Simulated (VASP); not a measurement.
A VASP calculation is set up with these files.

### KPOINTS
```
kpoints
0
G
  6 6 4
0 0 0
```

**POSCAR**
```
ZrS2
1
    1.8359650000    -3.2206030000     0.0000000000
    1.8359650000     3.2206030000     0.0000000000
    0.0000000000     0.0000000000     5.9575760000
Zr S
1 2
Direct
  0.0000000000   0.0000000000   0.0000000000
  0.3333330000   0.6666670000   0.2500000000
  0.6799760000   0.3466420000   0.7500000000
```

INCAR:
```
SYSTEM = ZrS2
PREC = Accurate
ENCUT = 400
EDIFF = 1E-6
NELM = 100
ALGO = Normal
LREAL = .FALSE.
LASPH = .TRUE.
ISMEAR = 0
SIGMA = 0.05
GGA = PE
LMAXMIX = 4
LWAVE = .FALSE.
LCHARG = .FALSE.
ISIF = 2
NBANDS = 20
```

POTCAR, in this order: Zr_sv S (PBE.64 set). Program: vasp_std.

Problem. Write an equivalent input for Quantum ESPRESSO's pw.x.

Solution. One equivalent input (not run):
```
&CONTROL
  calculation = 'scf'
  pseudo_dir = './pseudo'
  outdir = './out'
  tprnfor = .true.
  tstress = .true.
/
&SYSTEM
  ibrav = 0
  nat = 3
  ntyp = 2
  ecutwfc = 66
  occupations = 'smearing'
  smearing = 'gaussian'
  degauss = 0.003675
  input_dft = 'pbe'
/
&ELECTRONS
  conv_thr = 7.3e-08
  electron_maxstep = 100
/
ATOMIC_SPECIES
  Zr 91.224 Zr.upf
  S 32.060 S.upf
CELL_PARAMETERS angstrom
     1.8359650   -3.2206030    0.0000000
     1.8359650    3.2206030    0.0000000
     0.0000000    0.0000000    5.9575760
ATOMIC_POSITIONS crystal
  Zr   0.0000000  0.0000000  0.0000000
  S    0.3333330  0.6666670  0.2500000
  S    0.6799760  0.3466420  0.7500000
K_POINTS automatic
  6 6 4 0 0 0
```
Limits of the translation: the potentials are each code's own (VASP's PAW set, PseudoDojo norm-conserving files in pw.x), so ENCUT and ecutwfc are chosen apart and not converted; conv_thr bounds pw.x's estimated SCF error, while EDIFF bounds the energy change between steps; the number of bands isn't carried over, since the valence differs with the files.

The compound is ZrS2 in the 1T layered structure. The cell was not relaxed at this level, atoms are displaced from their ideal sites. The run is one of a series of settings (NBANDS = 20 against the base run), some of them coarse on purpose.
